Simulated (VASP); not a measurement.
Crystal: InAs.

```
In As
1.0
     0.00000    3.01800    3.01800
     3.01800    0.00000    3.01800
     3.01800    3.01800    0.00000
In As
1 1
Cartesian
  0.0000 0.0000 0.0000
  1.5090 1.5090 1.5090
```

| Property | Result |
| --- | --- |
| Program | VASP 6.6.1 |
| Task | relaxation of cell and atoms |
| Functional | PBE |
| Potentials or basis | VASP PAW PBE potentials, release 64 (In_d, As) |
| Cutoff | 350 eV |
| k mesh | 10 × 10 × 10 |
| Occupations | gaussian, width 0.02 eV |
| Spin | no spin polarisation |

At the start: pressure 4.1 GPa; volume 27.49 Å³/atom.

Question: How do energy, volume and symmetry change on relaxing?

Answer: Over 3 steps the energy falls by 23.7 meV/atom and the volume is 29.46 Å³/atom (+7.2 %); space group F-43m (No. 216, to 0.05 Å).

Step by step:
| step | energy change (eV) | largest force (eV/Å) | pressure (GPa) | volume (Å³) |
| --- | --- | --- | --- | --- |
| 1 | 0.0000 | 0.0000 | 4.12 | 54.98 |
| 2 | -0.0388 | 0.0000 | -1.46 | 60.80 |
| 3 | -0.0475 | 0.0000 | 0.01 | 58.92 |

Final structure:
```cif
data_structure
_symmetry_space_group_name_H-M 'P 1'
_symmetry_Int_Tables_number 1
_cell_length_a 4.3678
_cell_length_b 4.3678
_cell_length_c 4.3678
_cell_angle_alpha 60.000
_cell_angle_beta 60.000
_cell_angle_gamma 60.000
_cell_volume 58.92
loop_
_atom_site_label
_atom_site_type_symbol
_atom_site_fract_x
_atom_site_fract_y
_atom_site_fract_z
_atom_site_occupancy
In1 In 0.00000 0.00000 0.00000 1
As1 As 0.25000 0.25000 0.25000 1
```
